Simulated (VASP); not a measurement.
These are PBE GGA, VASP's PBE PAW potentials (set 64) (plane waves; VASP 6.6.1) values and carry that method's errors.

The input files of a VASP run:

### KPOINTS
```
kpoints
0
G
  9 9 9
0.5 0.5 0.5
```

### POSCAR
```
FeO
1
    4.4265590000     2.2132800000     2.2132800000
    2.2132800000     4.4265590000     2.2132800000
    2.2132800000     2.2132800000     4.4265590000
Fe O
2 2
Direct
  0.0000000000   0.0000000000   0.0000000000
  0.5000000000   0.5000000000   0.5000000000
  0.2500000000   0.2500000000   0.2500000000
  0.7500000000   0.7500000000   0.7500000000
```

INCAR:
```
! general
SYSTEM  = FeO
PREC    = Accurate
ENCUT   = 400
LREAL   = .False.
LASPH   = .True.

! electronic loop
EDIFF   = 1E-6
NELM    = 100
ALGO    = Normal
LMAXMIX = 4

! smearing
ISMEAR  = 0
SIGMA   = 0.05

! functional
GGA     = PE

! spin
ISPIN   = 2
MAGMOM  = 4.0 -4.0 2*0.0

! ions
ISIF    = 2

! output
LWAVE   = .False.
LCHARG  = .False.
LORBIT  = 11
```

POTCAR, in this order: Fe O (PBE.64 set). Program: vasp_std.

Output

### OSZICAR
```
       N       E                     dE             d eps       ncg     rms          rms(c)
DAV:   1     0.230800000452E+03    0.23080E+03   -0.11763E+04  6152   0.151E+03
DAV:   2     0.431834214060E+01   -0.22648E+03   -0.21934E+03  6182   0.375E+02
DAV:   3    -0.336907345641E+02   -0.38009E+02   -0.36447E+02  9482   0.155E+02
DAV:   4    -0.354912684070E+02   -0.18005E+01   -0.17066E+01  8638   0.321E+01
DAV:   5    -0.355297819422E+02   -0.38514E-01   -0.38109E-01  8470   0.433E+00    0.207E+01
DAV:   6    -0.319069535609E+02    0.36228E+01   -0.90239E+01  9660   0.116E+02    0.284E+01
DAV:   7    -0.295577860638E+02    0.23492E+01   -0.18514E+01 10550   0.872E+01    0.115E+01
DAV:   8    -0.297172857046E+02   -0.15950E+00   -0.19108E+00  6482   0.118E+01    0.717E+00
DAV:   9    -0.296744229973E+02    0.42863E-01   -0.60479E-01 10890   0.129E+01    0.192E+00
DAV:  10    -0.296759225223E+02   -0.14995E-02   -0.16915E-01  9086   0.876E+00    0.515E-01
DAV:  11    -0.296766468381E+02   -0.72432E-03   -0.35637E-02  9472   0.215E+00    0.189E-01
DAV:  12    -0.296769895386E+02   -0.34270E-03   -0.12582E-03  7754   0.393E-01    0.113E-01
DAV:  13    -0.296771360214E+02   -0.14648E-03   -0.45259E-04  9028   0.248E-01    0.880E-02
DAV:  14    -0.296771284701E+02    0.75514E-05   -0.10802E-04  9662   0.157E-01    0.421E-02
DAV:  15    -0.296771338931E+02   -0.54231E-05   -0.46049E-05  9030   0.103E-01    0.204E-02
DAV:  16    -0.296771349177E+02   -0.10245E-05   -0.15079E-05  7376   0.712E-02    0.476E-03
DAV:  17    -0.296771356831E+02   -0.76545E-06   -0.24402E-06  4154   0.196E-02
   1 F= -.29677136E+02 E0= -.29672644E+02  d E =-.898423E-02  mag=     0.0000
```

OUTCAR:
```
------------------------ aborting loop because EDIFF is reached ----------------------------------------
  FORCE on cell =-STRESS in cart. coord.  units (eV):
  Direction    XX          YY          ZZ          XY          YZ          ZX
  --------------------------------------------------------------------------------------
  Total       -4.8825266     -4.8825266     -4.8825266      0.6741477      0.6741477      0.6741477
  in kB     -180.3792462   -180.3792462   -180.3792462     24.9055996     24.9055996     24.9055996
  external PRESSURE =    -180.3792462 kB  Pullay stress =       0.0000000 kB
  volume of cell :       43.37
      direct lattice vectors                 reciprocal lattice vectors
     4.426559000  2.213280000  2.213280000     0.338863727 -0.112954593 -0.112954593
     2.213280000  4.426559000  2.213280000    -0.112954593  0.338863727 -0.112954593
     2.213280000  2.213280000  4.426559000    -0.112954593 -0.112954593  0.338863727
 POSITION                                       TOTAL-FORCE (eV/Angst)
 -----------------------------------------------------------------------------------
      0.00000      0.00000      0.00000         0.000000      0.000000      0.000000
      4.42656      4.42656      4.42656         0.000000      0.000000      0.000000
      2.21328      2.21328      2.21328        -0.000000     -0.000000      0.000000
      6.63984      6.63984      6.63984        -0.000000     -0.000000     -0.000000
 -----------------------------------------------------------------------------------
    total drift:                                0.000000     -0.000000      0.000000
  FREE ENERGIE OF THE ION-ELECTRON SYSTEM (eV)
  ---------------------------------------------------
  free  energy   TOTEN  =       -29.6771356831 eV

  energy  without entropy=      -29.6681514557  energy(sigma->0) =      -29.67264357

 total charge

# of ion       s       p       d       tot
------------------------------------------
    1        0.263   0.303   6.069   6.635
    2        0.263   0.303   6.069   6.635
    3        1.586   3.398   0.000   4.984
    4        1.586   3.398   0.000   4.984
--------------------------------------------------
tot          3.698   7.403  12.138  23.239

 magnetization (x)

# of ion       s       p       d       tot
------------------------------------------
    1        0.006   0.005   3.465   3.476
    2       -0.006  -0.005  -3.465  -3.476
    3        0.000   0.000   0.000   0.000
    4        0.000   0.000   0.000   0.000
--------------------------------------------------
tot          0.000   0.000  -0.000  -0.000
```
(Selected blocks of OUTCAR.)

**OUTCAR**
```
 val. band max:        5.3618310867   @ k =   0.5000   0.2778   0.0556

 cond. band min:       5.3650701294   @ k =   0.3889   0.2778   0.1667


 Fermi energy:         5.3623691425

 spin component 1

 k-point     1 :       0.0556    0.0556    0.0556
  band No.  band energies     occupation
      1     -14.5600      1.00000
      2     -13.5965      1.00000
      3      -2.4110      1.00000
      4      -0.2538      1.00000
      5      -0.2537      1.00000
      6       1.8739      1.00000
      7       1.9675      1.00000
      8       1.9675      1.00000
      9       2.1740      1.00000
     10       2.1971      1.00000
     11       2.1971      1.00000
     12       3.2641      1.00000
     13       3.2642      1.00000
     14       5.2419      0.99967
     15       5.2422      0.99966
     16       5.4756      0.00068
     17       5.6594      0.00000
     18       7.1137      0.00000

 k-point     2 :       0.1667    0.0556    0.0556
  band No.  band energies     occupation
      1     -14.4575      1.00000
      2     -13.5947      1.00000
      3      -2.2020      1.00000
      4      -0.3008      1.00000
      5      -0.2252      1.00000
      6       0.8883      1.00000
      7       1.5778      1.00000
      8       1.6117      1.00000
      9       2.1120      1.00000
     10       2.4844      1.00000
     11       2.5371      1.00000
     12       3.2530      1.00000
     13       3.4821      1.00000
     14       5.2080      0.99999
     15       5.3123      0.92154
     16       5.6497      0.00000
     17       6.2351      0.00000
     18       6.9495      0.00000

 k-point     3 :       0.2778    0.0556    0.0556
  band No.  band energies     occupation
      1     -14.2086      1.00000
      2     -13.5655      1.00000
      3      -1.7479      1.00000
      4      -0.5341      1.00000
      5      -0.2954      1.00000
      6      -0.1600      1.00000
      7       1.0900      1.00000
...
```

At this cut-off the stress carries a Pulay error, which pulls relaxed volumes low.

The structure is a typed FeO crystal. The cell was not relaxed at this level. The run is one of a series of settings (LDAU removed, LDAUJ removed, LDAUL removed, LDAUTYPE removed, LDAUU removed against the base run), some of them coarse on purpose.
